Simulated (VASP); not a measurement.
Given:

```
CELL_PARAMETERS angstrom
     -2.22467     2.22467     5.24772
      2.22467    -2.22467     5.24772
      2.22467     2.22467    -5.24772
ATOMIC_POSITIONS crystal
  Ba 0.00000 0.00000 0.00000
  As 0.63150 0.63150 0.00000
  As 0.36850 0.36850 0.00000
  Pd 0.25000 0.75000 0.50000
  Pd 0.75000 0.25000 0.50000
```

Method: PBEsol GGA, VASP's PBE PAW potentials (set 64) (plane waves; VASP). Settings: 400 eV cut-off, Gaussian smearing of 0.050 eV, potentials Ba_sv As Pd.

Q: Give the energies of bands 10 to 23 at the high-symmetry points, in eV from the Fermi level.

A: 
```
band      Γ      X      P      N      M      S      R
----  -----  -----  -----  -----  -----  -----  -----
10    -4.08  -3.91  -3.89  -4.18  -4.06  -4.33  -3.83
11    -3.42  -3.82  -3.87  -3.96  -3.91  -4.12  -3.69
12    -3.42  -3.29  -3.29  -3.70  -3.67  -3.52  -3.17
13    -3.32  -3.13  -3.10  -3.16  -3.67  -3.41  -3.17
14    -2.52  -3.05  -3.10  -3.00  -2.95  -3.00  -3.05
15    -2.25  -2.71  -2.68  -3.00  -2.25  -2.83  -2.84
16    -2.15  -2.48  -2.48  -2.88  -1.38  -2.81  -2.67
17    -1.62  -2.46  -2.47  -2.55  -1.23  -2.72  -2.48
18    -1.62  -1.37  -1.21  -1.88  -1.23  -0.87  -1.13
19    -1.38  -1.04  -1.21  -0.43   0.18  -0.41  -1.00
20     0.47  -1.02  -0.98   0.58   0.46  -0.25  -0.99
21     0.85  -0.94  -0.98   0.96   1.05   1.37  -0.97
22     0.85   0.51   0.23   1.18   2.19   2.01   0.68
23     2.60   4.20   5.00   2.38   2.19   2.55   4.23
```

It has no gap at this level: it comes out as a metal or semimetal.

The structure comes from a computed database's BaPd2As2 entry (I4/mmm); how it stands against other phases isn't given here. It was relaxed first, which changed the volume by -5 %.
